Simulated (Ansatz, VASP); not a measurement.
# H18C9SNO3F3 (ionic liquid Pyr13+ triflate at 300 K): VASP beside Ansatz

Wanted: the spread between two codes on one cell, functional and k mesh. The cell is taken from a series of runs on this material, whose earlier steps may have relaxed, scaled, displaced or heated it; both programs get it as it stands.

Main program and level: Ansatz 0.2.0; plane waves, with VASP 6.6.1 beside it; PBE with D3(BJ).

### Step 1. The structure

The cell holds 140 atoms: 36 C, 4 N, 72 H, 12 O, 4 S and 12 F. Its edges and angles: a = 11.313 Å, b = 11.313 Å, c = 11.313 Å, α = 90.0°, β = 90.0°, γ = 90.0°. As first built, before any earlier steps moved the atoms or strained the cell (in the runner's words): 4 Pyr13+, 4 triflate placed at random, at 1.27 g/cm^3; overlaps pushed apart, then 10 ps at 700 K with MMFF94 bonds, angles, torsions, charges and radii (Halgren, J. Comput. Chem. 17, 490 (1996)) in harmonic and 12-6 forms; charges of ions scaled by 0.8. Snapshot after 30 ps at 300 K and fixed volume.

### Step 2. VASP: single point, PBE with D3(BJ)

With cell and atoms fixed, the geometry can't cause a difference; cores, projectors, grids and the points listed under the comparison can.

Lines of VASP's logs that name or quote its potential files are left out, and so is its time.

Contents of INCAR:

```
SYSTEM = H18C9SNO3F3
PREC = Accurate
ENCUT = 520
EDIFF = 1E-06
NELM = 120
ISMEAR = -1
SIGMA = 0.025
LREAL = Auto
ALGO = Normal
GGA = PE
IVDW = 12
NBANDS = 306
LORBIT = 11
LWAVE = .FALSE.
LCHARG = .FALSE.
ISIF = 2
LASPH = .TRUE.
GGA_COMPAT = .FALSE.
EFERMI = MIDGAP
```

Contents of POSCAR:

```
H18C9SNO3F3
1.0
   11.3133600000      0.0000000000      0.0000000000
    0.0000000000     11.3133600000      0.0000000000
    0.0000000000      0.0000000000     11.3133600000
C N H O S F
36 4 72 12 4 12
Direct
    0.3559300000      0.6275700000      0.6607200000
    0.3073700000      0.7147100000      0.7513000000
    0.1764800000      0.7039600000      0.7618700000
    0.1854600000      0.7919800000      0.9730700000
    0.9900800000      0.7694400000      0.8606800000
    0.9336200000      0.8562700000      0.7794800000
    0.0066700000      0.9649100000      0.8038900000
    0.1326500000      0.9170000000      0.8046200000
    0.9009900000      0.6644800000      0.4971000000
    0.7965600000      0.7505000000      0.5157100000
    0.7334700000      0.7656800000      0.3920900000
    0.6223100000      0.8880100000      0.2595000000
    0.6738300000      0.9810400000      0.4515000000
    0.5717500000      0.9972300000      0.5468000000
    0.4688900000      0.9381900000      0.4885900000
    0.5258300000      0.8262300000      0.4449200000
    0.8312000000      0.1131400000      0.1203700000
    0.8649900000      0.1896800000      0.0090900000
    0.7882200000      0.3037300000      0.0106800000
    0.7155000000      0.4756300000      0.8962300000
    0.6948300000      0.2813700000      0.8124100000
    0.7728300000      0.2286400000      0.7132100000
    0.8602300000      0.3292100000      0.6919100000
    0.8872100000      0.3623900000      0.8143900000
    0.4203200000      0.1707200000      0.1273800000
    0.3640200000      0.2918500000      0.1580700000
    0.2418400000      0.2716000000      0.2217800000
    0.1511600000      0.4695000000      0.1565700000
    0.2424700000      0.4474100000      0.3551200000
    0.1483800000      0.4729200000      0.4522600000
[... 104 atom lines left out ...]
    0.6431600000      0.4532600000      0.5267600000
    0.5290800000      0.3012000000      0.4804400000
    0.4997900000      0.4731800000      0.3872800000
    0.1594300000      0.0644100000      0.3913600000
    0.0714600000      0.9285600000      0.4991600000
    0.9926200000      0.9935600000      0.3482100000
```

Contents of KPOINTS:

```
Automatic mesh
0
Gamma
1 1 1
0 0 0
```

The projector-augmented-wave data sets are C, N, H, O, S and F (PBE family, release 64).

Command:

```console
> export OMP_NUM_THREADS=3
> mpirun -np 1 vasp_gam
```

Numbers of over 12 decimals in the logs are rounded to 6 here.

Log:

```text
[banner, memory and clock lines left out]
running    1 mpi-ranks, on    1 nodes
[...]
Offloading initialized ...    1 GPUs detected
[...]
LDA part: xc-table for (Slater+PW92), standard interpolation
 POSCAR, INCAR and KPOINTS ok, starting setup
[...]
entering main loop
       N       E                     dE             d eps       ncg     rms          rms(c)
DAV:   1     0.325598810695E+04    0.32560E+04   -0.22663E+05   628   0.128E+03
DAV:   2    -0.498469493000E+03   -0.37545E+04   -0.35888E+04   774   0.311E+02
DAV:   3    -0.830140287392E+03   -0.33167E+03   -0.32897E+03   760   0.963E+01
DAV:   4    -0.837415891074E+03   -0.72756E+01   -0.72446E+01   776   0.156E+01
[...]
DAV:  17    -0.765973762686E+03    0.37956E-05   -0.72149E-06   744   0.976E-03    0.570E-03
DAV:  18    -0.765973761660E+03    0.10259E-05   -0.42861E-06   736   0.610E-03    0.224E-03
DAV:  19    -0.765973761378E+03    0.28115E-06   -0.74951E-07   536   0.260E-03
   1 F= -.77344676E+03 E0= -.77344676E+03  d E =0.000000E+00
```

Parts of OUTCAR (step 2):

```text
  FREE ENERGIE OF THE ION-ELECTRON SYSTEM (eV)
  ---------------------------------------------------
  free  energy   TOTEN  =      -773.4467558989 eV

  energy  without entropy=     -773.4467558989  energy(sigma->0) =     -773.44675590
```

The run ends at a pressure of 0.27 GPa, with forces up to 3.8 eV/Å.

### Step 3. Ansatz: single point, PBE with D3(BJ)

Ansatz runs on its default PAW (the set named soft_2) files.

The same cell, functional, mesh and smearing now go to Ansatz, which takes its cutoff from its data sets.

Contents of input.yaml:

```yaml
crystal:
  lattice:
    - [11.31336, 0.0, 0.0]
    - [0.0, 11.31336, 0.0]
    - [0.0, 0.0, 11.31336]
  atoms:
    - { symbol: C, position: [0.35593, 0.62757, 0.66072] }
    - { symbol: C, position: [0.30737, 0.71471, 0.7513] }
    - { symbol: C, position: [0.17648, 0.70396, 0.76187] }
    - { symbol: "N", position: [0.12484, 0.79484, 0.85277] }
    - { symbol: C, position: [0.18546, 0.79198, 0.97307] }
    - { symbol: C, position: [0.99008, 0.76944, 0.86068] }
    - { symbol: C, position: [0.93362, 0.85627, 0.77948] }
    - { symbol: C, position: [0.00667, 0.96491, 0.80389] }
    - { symbol: C, position: [0.13265, 0.917, 0.80462] }
    - { symbol: H, position: [0.45042, 0.62948, 0.6622] }
    - { symbol: H, position: [0.32868, 0.64557, 0.5706] }
    - { symbol: H, position: [0.3362, 0.53599, 0.68217] }
    - { symbol: H, position: [0.34386, 0.69525, 0.83892] }
    - { symbol: H, position: [0.32654, 0.81036, 0.72428] }
    - { symbol: H, position: [0.15075, 0.61933, 0.80613] }
    - { symbol: H, position: [0.13517, 0.70416, 0.67129] }
    - { symbol: H, position: [0.27119, 0.83016, 0.96764] }
    - { symbol: H, position: [0.13255, 0.83952, 0.03499] }
    - { symbol: H, position: [0.18491, 0.70374, 0.00961] }
    - { symbol: H, position: [0.96818, 0.77872, 0.95443] }
    - { symbol: H, position: [0.96922, 0.67895, 0.83365] }
    - { symbol: H, position: [0.9483, 0.82112, 0.69378] }
    - { symbol: H, position: [0.84193, 0.87215, 0.79163] }
    - { symbol: H, position: [0.97868, 0.00439, 0.88448] }
    - { symbol: H, position: [0.9881, 0.03205, 0.73637] }
    - { symbol: H, position: [0.18522, 0.97006, 0.86693] }
    - { symbol: H, position: [0.17167, 0.90932, 0.71752] }
    - { symbol: C, position: [0.90099, 0.66448, 0.4971] }
    - { symbol: C, position: [0.79656, 0.7505, 0.51571] }
    - { symbol: C, position: [0.73347, 0.76568, 0.39209] }
    - { symbol: "N", position: [0.64439, 0.86586, 0.38824] }
    - { symbol: C, position: [0.62231, 0.88801, 0.2595] }
    - { symbol: C, position: [0.67383, 0.98104, 0.4515] }
    - { symbol: C, position: [0.57175, 0.99723, 0.5468] }
    - { symbol: C, position: [0.46889, 0.93819, 0.48859] }
    - { symbol: C, position: [0.52583, 0.82623, 0.44492] }
    - { symbol: H, position: [0.97807, 0.71195, 0.46555] }
    - { symbol: H, position: [0.92409, 0.61441, 0.57705] }
    - { symbol: H, position: [0.88424, 0.60252, 0.42334] }
    - { symbol: H, position: [0.74791, 0.71805, 0.59205] }
    - { symbol: H, position: [0.83522, 0.83259, 0.5447] }
    - { symbol: H, position: [0.79902, 0.77315, 0.32372] }
    - { symbol: H, position: [0.68207, 0.68777, 0.36099] }
    - { symbol: H, position: [0.59911, 0.79743, 0.22445] }
    - { symbol: H, position: [0.5549, 0.95477, 0.2515] }
    - { symbol: H, position: [0.70622, 0.91642, 0.20898] }
    - { symbol: H, position: [0.75796, 0.97779, 0.49027] }
    - { symbol: H, position: [0.67717, 0.05155, 0.38774] }
    - { symbol: H, position: [0.59126, 0.94248, 0.62127] }
    - { symbol: H, position: [0.55649, 0.08352, 0.58047] }
    - { symbol: H, position: [0.43232, 0.9968, 0.41858] }
    - { symbol: H, position: [0.39691, 0.91078, 0.54983] }
    - { symbol: H, position: [0.47746, 0.7837, 0.37234] }
    - { symbol: H, position: [0.54312, 0.76617, 0.5185] }
    - { symbol: C, position: [0.8312, 0.11314, 0.12037] }
    - { symbol: C, position: [0.86499, 0.18968, 0.00909] }
    - { symbol: C, position: [0.78822, 0.30373, 0.01068] }
    - { symbol: "N", position: [0.77468, 0.36008, 0.88741] }
    - { symbol: C, position: [0.7155, 0.47563, 0.89623] }
    - { symbol: C, position: [0.69483, 0.28137, 0.81241] }
    - { symbol: C, position: [0.77283, 0.22864, 0.71321] }
    - { symbol: C, position: [0.86023, 0.32921, 0.69191] }
    - { symbol: C, position: [0.88721, 0.36239, 0.81439] }
    - { symbol: H, position: [0.87753, 0.14302, 0.19813] }
    - { symbol: H, position: [0.73582, 0.105, 0.13701] }
    - { symbol: H, position: [0.86949, 0.02515, 0.09534] }
    - { symbol: H, position: [0.85041, 0.12728, 0.93365] }
    - { symbol: H, position: [0.96296, 0.20546, 0.01972] }
    - { symbol: H, position: [0.82078, 0.37305, 0.07142] }
    - { symbol: H, position: [0.69921, 0.28106, 0.04315] }
    - { symbol: H, position: [0.63167, 0.46108, 0.94323] }
    - { symbol: H, position: [0.77974, 0.5392, 0.93532] }
    - { symbol: H, position: [0.69728, 0.52178, 0.81016] }
    - { symbol: H, position: [0.62473, 0.33406, 0.77532] }
    - { symbol: H, position: [0.6681, 0.21333, 0.86426] }
    - { symbol: H, position: [0.72498, 0.19769, 0.63325] }
    - { symbol: H, position: [0.82385, 0.15641, 0.75496] }
    - { symbol: H, position: [0.93197, 0.2956, 0.64297] }
    - { symbol: H, position: [0.8318, 0.40483, 0.64212] }
    - { symbol: H, position: [0.92034, 0.45572, 0.82564] }
    - { symbol: H, position: [0.95028, 0.30403, 0.85108] }
    - { symbol: C, position: [0.42032, 0.17072, 0.12738] }
    - { symbol: C, position: [0.36402, 0.29185, 0.15807] }
    - { symbol: C, position: [0.24184, 0.2716, 0.22178] }
    - { symbol: "N", position: [0.17611, 0.38229, 0.26078] }
    - { symbol: C, position: [0.15116, 0.4695, 0.15657] }
    - { symbol: C, position: [0.24247, 0.44741, 0.35512] }
    - { symbol: C, position: [0.14838, 0.47292, 0.45226] }
    - { symbol: C, position: [0.07423, 0.35908, 0.44159] }
    - { symbol: C, position: [0.06019, 0.34455, 0.31264] }
    - { symbol: H, position: [0.45671, 0.11871, 0.1997] }
    - { symbol: H, position: [0.49419, 0.18436, 0.06058] }
    - { symbol: H, position: [0.35784, 0.10607, 0.08342] }
    - { symbol: H, position: [0.35666, 0.33672, 0.07353] }
    - { symbol: H, position: [0.42916, 0.34422, 0.20838] }
    - { symbol: H, position: [0.18507, 0.21258, 0.17209] }
    - { symbol: H, position: [0.25987, 0.2165, 0.2937] }
    - { symbol: H, position: [0.22771, 0.51802, 0.12762] }
    - { symbol: H, position: [0.11156, 0.41651, 0.08985] }
    - { symbol: H, position: [0.0939, 0.5373, 0.1907] }
    - { symbol: H, position: [0.31702, 0.3889, 0.38122] }
    - { symbol: H, position: [0.26969, 0.52849, 0.31429] }
    - { symbol: H, position: [0.0965, 0.55947, 0.43615] }
    - { symbol: H, position: [0.19181, 0.47192, 0.54153] }
    - { symbol: H, position: [0.12906, 0.28764, 0.47814] }
    - { symbol: H, position: [0.98388, 0.3638, 0.48456] }
    - { symbol: H, position: [0.9924, 0.39748, 0.27629] }
    - { symbol: H, position: [0.0397, 0.25559, 0.27608] }
    - { symbol: O, position: [0.12634, 0.38963, 0.72549] }
    - { symbol: S, position: [0.2117, 0.32727, 0.80158] }
    - { symbol: O, position: [0.28902, 0.40713, 0.86811] }
    - { symbol: O, position: [0.16558, 0.23204, 0.87516] }
    - { symbol: C, position: [0.30704, 0.26283, 0.69316] }
    - { symbol: F, position: [0.2528, 0.16696, 0.63726] }
    - { symbol: F, position: [0.40576, 0.22349, 0.74913] }
    - { symbol: F, position: [0.34044, 0.33608, 0.60159] }
    - { symbol: O, position: [0.5729, 0.72483, 0.00404] }
    - { symbol: S, position: [0.65445, 0.78802, 0.92595] }
    - { symbol: O, position: [0.76629, 0.81857, 0.98257] }
    - { symbol: O, position: [0.66505, 0.73663, 0.80728] }
    - { symbol: C, position: [0.58505, 0.9322, 0.90056] }
    - { symbol: F, position: [0.46607, 0.91922, 0.86942] }
    - { symbol: F, position: [0.6344, 0.99734, 0.80905] }
    - { symbol: F, position: [0.59021, 0.00805, 0.99611] }
    - { symbol: O, position: [0.77228, 0.27392, 0.38659] }
    - { symbol: S, position: [0.68893, 0.34568, 0.32175] }
    - { symbol: O, position: [0.74219, 0.45768, 0.28211] }
    - { symbol: O, position: [0.62064, 0.28072, 0.23698] }
    - { symbol: C, position: [0.58415, 0.39674, 0.43211] }
    - { symbol: F, position: [0.64316, 0.45326, 0.52676] }
    - { symbol: F, position: [0.52908, 0.3012, 0.48044] }
    - { symbol: F, position: [0.49979, 0.47318, 0.38728] }
    - { symbol: O, position: [0.09132, 0.76435, 0.25613] }
    - { symbol: S, position: [0.17658, 0.85411, 0.30136] }
    - { symbol: O, position: [0.26473, 0.80842, 0.38693] }
    - { symbol: O, position: [0.23335, 0.92394, 0.21144] }
    - { symbol: C, position: [0.09749, 0.96063, 0.38656] }
    - { symbol: F, position: [0.15943, 0.06441, 0.39136] }
    - { symbol: F, position: [0.07146, 0.92856, 0.49916] }
    - { symbol: F, position: [0.99262, 0.99356, 0.34821] }
kpoints:
  mp_grid: { grid: [1, 1, 1] }
hamiltonian:
  xc: pbe
  dispersion: d3bj
scf:
  occupations: { method: fermi_dirac, width: 0.025 }
output:
  forces: true
```

Command:

```console
> ansatz run input.yaml --threads 4 --pin off --max-ram 8192MiB --backend cpu --events-out ev --progress --plain --runs-dir out
```

Log:

```text
Engine: ansatz 0.2.0, aarch64-unknown-linux-gnu
Pseudopotentials: kind: paw
Pseudopotential: C, paw, valence charge 4, recommended cutoff 420 eV (normal), C.paw.azcp
Pseudopotential: N, paw, valence charge 5, recommended cutoff 420 eV (normal), N.paw.azcp
Pseudopotential: H, paw, valence charge 1, recommended cutoff 420 eV (normal), H.paw.azcp
Pseudopotential: O, paw, valence charge 6, recommended cutoff 420 eV (normal), O.paw.azcp
Pseudopotential: S, paw, valence charge 6, recommended cutoff 420 eV (normal), S.paw.azcp
Pseudopotential: F, paw, valence charge 7, recommended cutoff 420 eV (normal), F.paw.azcp
Functional definition: PBE
  parameter kappa = 0.804
  parameter beta = 0.066725
  exchange = pbe_x(kappa = kappa, mu = beta*pi^2/3)
  correlation = pbe_c(beta = beta)
Crystal: 140 atoms, lattice volume = 1448.021 Å³
Basis set: ecut = 420 eV, 28353 PW (Γ), exchange–correlation on 160×160×160 points (8 copies of the dense FFT grid, shifted against one another)
Bands: 348, of which v1, the nominal top of the filled ones, is band 208 counted from 1 (207 counted from 0)
Symmetry: 1 space group operations
Space group: P1 (ITA 1), of the structure as read, at distance tolerance 1.1e-4 Å
k-points: 1
Non-local potential: C, projectors of the file, l = 0: 2, l = 1: 2, l = 2: 1
Non-local potential: N, projectors of the file, l = 0: 2, l = 1: 2, l = 2: 1
Non-local potential: H, projectors of the file, l = 0: 2, l = 1: 1
Non-local potential: O, projectors of the file, l = 0: 2, l = 1: 2, l = 2: 1
Non-local potential: S, projectors of the file, l = 0: 2, l = 1: 2, l = 2: 2
Non-local potential: F, projectors of the file, l = 0: 2, l = 1: 2, l = 2: 1
PAW form: soft (Blöchl's): semilocal exchange-correlation on the pseudo side does not see the compensation charge
PAW one-centre angular grid: C, 110 points (default); XC on 64 Gauss nodes
PAW one-centre angular grid: N, 110 points (default); XC on 64 Gauss nodes
PAW one-centre angular grid: H, 110 points (default); XC on 64 Gauss nodes
PAW one-centre angular grid: O, 110 points (default); XC on 64 Gauss nodes
PAW one-centre angular grid: S, 110 points (default); XC on 64 Gauss nodes
PAW one-centre angular grid: F, 110 points (default); XC on 64 Gauss nodes
Initial density: superposition of atomic densities (neutral atoms: chi_scale 0, normalization atom), corrected by the library's trained network
Initial wavefunctions: pseudopotential atomic-orbital guess
Functional: x = pbe(κ = 0.804, μ = 0.219515), c = pbe(β = 0.066725)
SCF iter   1: F=—  HF=-31834.264766 eV  |F-HF|=—  |Δ(HF+E_count)|=         —  Δρ=4.71e-3  dr2=4.51e-1  ethr=1.77e-3  ⟨swp⟩=6.0  Hψ=1657  notcnv=0  defer=41
preconditioner: auto → Resta (q_TF=auto, 2.216 Å⁻¹)  ε∞=2.5  [insulator: Δε(μ)=4.953 eV  Ē_g=15.769 eV  σ=0.025 eV  W_gap=1.00  n_scr=250 (ndim 8)  ℏωp=19.3 eV  f_vac=0.252  D(μ)=0.00/eV (n_scr^D=0)  ε∞_Penn≈2.5]
SCF iter   2: F=—  HF=-31834.141772 eV  |F-HF|=—  |Δ(HF+E_count)|=   1.23e-1  Δρ=2.42e-3  dr2=1.00e-1  ethr=1.08e-4  ⟨swp⟩=2.0  Hψ=456  notcnv=0  defer=134
SCF iter   3: F=—  HF=-31834.140838 eV  |F-HF|=—  |Δ(HF+E_count)|=   9.34e-4  Δρ=1.25e-3  dr2=2.82e-2  ethr=2.41e-5  ⟨swp⟩=3.0  Hψ=417  notcnv=0  defer=27
automatic band count: iteration 3 solves 241 bands in place of 348: the levels show a gap, and the empty bands left out lie too high to hold charge; the band table lists the bands solved (type scf.n_extra_bands for more)
SCF iter   4: F=—  HF=-31834.136254 eV  |F-HF|=—  |Δ(HF+E_count)|=   4.58e-3  Δρ=4.71e-4  dr2=3.80e-3  ethr=6.77e-6  ⟨swp⟩=2.0  Hψ=416  notcnv=0  defer=27
SCF iter   5: F=—  HF=-31834.135683 eV  |F-HF|=—  |Δ(HF+E_count)|=   5.70e-4  Δρ=1.98e-4  dr2=6.07e-4  ethr=9.13e-7  ⟨swp⟩=2.0  Hψ=414  notcnv=0  defer=27
SCF iter   6: F=—  HF=-31834.135667 eV  |F-HF|=—  |Δ(HF+E_count)|=   1.62e-5  Δρ=1.14e-4  dr2=1.68e-4  ethr=1.46e-7  ⟨swp⟩=3.0  Hψ=411  notcnv=0  defer=27
SCF iter   7: F=—  HF=-31834.135613 eV  |F-HF|=—  |Δ(HF+E_count)|=   5.39e-5  Δρ=3.09e-5  dr2=1.37e-5  ethr=4.03e-8  ⟨swp⟩=3.0  Hψ=422  notcnv=0  defer=27
SCF iter   8: F=—  HF=-31834.134046 eV  |F-HF|=—  |Δ(HF+E_count)|=   1.57e-3  Δρ=1.15e-5  dr2=1.68e-6  ethr=3.30e-9  ⟨swp⟩=2.0  Hψ=472  notcnv=0  defer=27
SCF iter   9: F=—  HF=-31834.134046 eV  |F-HF|=—  |Δ(HF+E_count)|=   7.91e-8  Δρ=6.29e-6  dr2=4.71e-7  ethr=4.04e-10  ⟨swp⟩=2.0  Hψ=421  notcnv=0  defer=27
SCF iter  10: F=-31834.134046 eV  HF=-31834.134046 eV  |F-HF|=2.61e-8  |Δ(HF+E_count)|=   1.15e-7  Δρ=1.54e-6  dr2=3.68e-8  ethr=2.40e-11  ⟨swp⟩=3.0  Hψ=1014  notcnv=0
SCF 1 converged in 10 iterations: F = -31834.134046 eV  dr2 = 3.68e-8
  greatest PAW one-centre occupation: 0.934 electrons in one spin orbital (limit 2), on the F atom at site 139 (counted from 0), in its partial waves of l = 0
SCF converged after 10 iterations
Free energy (F): -31834.134046 eV
Harris-Foulkes:  -31834.134046 eV  (|F-HF|=2.61e-8)
Internal energy: -31834.134046 eV  (E = F + TS)
E sigma→0 (E₀):  -31834.134046 eV
Fermi energy:    2.262812 eV
--- Per-component energies (eV) ---
  E_band       = -3466.986907
  E_kinetic    = 9857.393108
  E_local      = -35434.612479  (includes V_loc(G=0)·N_el)
  E_nonlocal   = 2833.631080
  E_hartree    = 13441.717790
  E_xc         = -4850.751712
  E_vxc        = -5991.762567  (∫ρ·V_xc dr)
  E_paw        = -10831.150695  (= ΣΔE_a)
  E_vpaw       = -1615.024738  (= ΣTr[D̂ρ^β])
  E_aug_tail   = -0.044681  (compensation charges beyond the density's cutoff)
  E_ewald      = -6842.842369
  E_disp       = -7.474086  (pairwise vdW)
  E_smearing   = -0.000000  (= −TS)
  E_closure    = -0.000000  (closes the sum)
  Σ components = -31834.134046   (vs F -31834.134046, Δ=0.00e0)
--- Forces (eV/Å), atoms counted from 1 ---
  atom   1  C     -0.06736510    -0.01028224     0.22341268
  atom   2  C      0.22254429     0.85774423    -0.36786643
  atom   3  C     -0.64710610    -1.07279881     1.01772790
  atom   4  N     -0.48987515    -0.99359319    -0.75589807
  atom   5  C     -1.10750902    -0.88563455    -0.79113677
  atom   6  C      0.07094441    -0.80268616     1.07020662
  atom   7  C      0.87708370     0.32439138     0.73149965
  atom   8  C     -0.08430706     0.03060217    -1.88753305
  atom   9  C     -0.18560024     1.48913080     0.74964398
  atom  10  H      1.07218911     0.25878998     0.00233095
  atom  11  H     -0.31335189     0.19528837    -0.33863637
  atom  12  H     -0.42792558    -0.11544439     0.18733124
  atom  13  H      0.43867549     0.23799434    -0.12137418
  atom  14  H      0.18727668    -1.23262559     0.41402306
  atom  15  H      0.37864916     0.25874778    -0.61518008
  atom  16  H     -0.22143869     0.65263791     1.02367690
  atom  17  H      0.92376690     0.19400232    -0.12446007
  atom  18  H     -0.55503341     0.89214145     0.34785254
  atom  19  H      0.29470594    -0.65309223    -0.21341557
  atom  20  H     -0.27606305     0.17901958    -0.09124721
  atom  21  H      0.41167295    -0.19565855     0.14403105
  atom  22  H      0.09184171    -0.02638957    -1.42667586
  atom  23  H     -0.97362247    -0.22267564     0.29787005
  atom  24  H      0.04891994     0.29078557     1.21990978
[...]
atom 133  O      0.37258808     1.07944164     0.76555203
  atom 134  S      1.60908015    -3.40139699    -0.31237603
  atom 135  O     -1.14161627     0.02444164    -0.07218121
  atom 136  O      0.00274760     1.05593226    -1.21255789
  atom 137  C     -0.90282449     1.96340534     1.66705935
  atom 138  F      0.59985937    -0.32865285     0.32536268
  atom 139  F      0.90104207    -0.67979717     0.71646955
  atom 140  F     -1.61572444     0.00858881    -1.79463259
  max |Σ_I F_I| component: 4.97e-5 eV/Å
```

(Part 1 of 2 ends here.)

[Lines on the potential files, build, host, timing and source positions are cut from VASP's logs without a mark.]

[Logs are printed without paths, hosts, clocks, repeated set-up lines and the standing remarks that a program may print on its own settings, such as how far it seeks lower states.]

[Hosts, paths, dates, database ids (printed as entryN), source tags and the programs' standing remarks are cut or masked in the printed files.]

[The MMFF94 radii named for the starting cell were scaled by 0.96; in molecules described by MMFF94, hydrogen bound to N, O or S took a small fixed 12-6 site in their place.]
